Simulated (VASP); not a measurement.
Input of a VASP 6.6.1 run:

INCAR

```
ALGO     = Normal         # electronic algorithm
EDIFF    = 1E-7           # SCF threshold, eV
ENCUT    = 520            # plane-wave cutoff, eV
GGA      = PE             # functional
ISIF     = 2              # what is computed and relaxed
ISMEAR   = -1             # smearing method
ISPIN    = 2              # spin polarisation
LASPH    = T              # aspherical terms in the spheres
LCHARG   = F              # write CHGCAR
LMAXMIX  = 4              # l up to which the mixer works
LORBIT   = 11             # projections on sites
LREAL    = F              # projectors in reciprocal space
LWAVE    = F              # write WAVECAR
MAGMOM   = 4 3 0 0 0 0 0 0 # initial moments
NBANDS   = 32             # bands
NELM     = 100            # most SCF steps
PREC     = Accurate       # precision mode
SIGMA    = 0.05           # smearing width, eV
```

KPOINTS

```
k-points
0
Gamma
  6 5 5
```

The input POSCAR:

```
Mg6MnCr
1.0
    4.9476670000      0.0000000000      0.0000000000
    0.0000000000      3.1127400000      5.2977700000
    0.0000000000     -3.1127400000      5.2977700000
Mn Cr Mg
1 1 6
Direct
    0.0087700000      0.8378400000      0.8293230000
   -0.0022130000      0.3411780000      0.3329850000
    0.4946190000      0.1643360000      0.1796860000
    0.5050280000      0.6707050000      0.6613780000
    0.4997810000      0.1668130000      0.6550870000
    0.4941540000      0.6557810000      0.1633240000
    0.0003390000      0.3246480000      0.8275950000
   -0.0052970000      0.8309750000      0.3329240000
```

Potentials or basis: VASP PAW PBE potentials, release 64 (Mn_pv, Cr_pv, Mg).

Launch:

```sh
$ cat potpaw_PBE.64/Mn_pv/POTCAR potpaw_PBE.64/Cr_pv/POTCAR potpaw_PBE.64/Mg/POTCAR > POTCAR
$ mpirun -np 1 vasp_std > vasp.out
```

What does it give for the largest force?

0.282 eV/Å.

What does it give for the net moment?

7.82 μB per cell.

What does it give for the band gap on the k mesh?

None (metal or under the smearing width).

What does it give for the site moments?

Mn +3.75; Cr +3.60; Mg +0.00, -0.00, -0.02 μB.

Stress tensor (GPa, compression positive):
```
-0.56  0.02 -0.03
 0.02  0.29  0.08
-0.03  0.08  0.10
```
